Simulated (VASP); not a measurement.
```yaml
crystal:
  lattice:
    - [1.36994, -2.37280, 0.00000]
    - [1.36994, 2.37280, 0.00000]
    - [0.00000, 0.00000, 4.42764]
  atoms:
    - { symbol: Re, position: [0.33333, 0.66667, 0.25000] }
    - { symbol: Re, position: [0.66667, 0.33333, 0.75000] }
```

The numbers are results of LDA (Ceperley-Alder, Perdew-Zunger), VASP's LDA PAW potentials (set 64) (plane waves; VASP), not measurements. Settings: 520 eV cut-off, Gaussian smearing of 0.050 eV, potentials Re.

**Question.** Give the energies of bands 1 to 10 at the high-symmetry points, in eV from the Fermi level.

**Answer.** 
```tsv
band	Γ	M	K	A	L	H
1	-9.93	-6.15	-5.38	-7.55	-6.42	-4.67
2	-6.76	-5.93	-4.09	-7.55	-6.42	-4.67
3	-1.66	-5.39	-4.09	-2.42	-4.22	-3.80
4	-1.65	-2.01	-3.40	-2.42	-4.22	-3.80
5	-1.65	-1.65	-2.17	-1.78	0.40	-2.15
6	-0.79	-1.39	-2.17	-1.78	0.40	-2.15
7	-0.79	-0.61	-0.02	-1.78	1.07	0.06
8	0.18	4.10	3.12	-1.78	1.07	0.06
9	0.18	4.51	3.12	2.62	4.42	3.47
10	0.80	4.66	3.60	2.62	4.44	3.47
```

It has no gap at this level: it comes out as a metal or semimetal.

The compound is Re in the hcp structure. It was relaxed first.
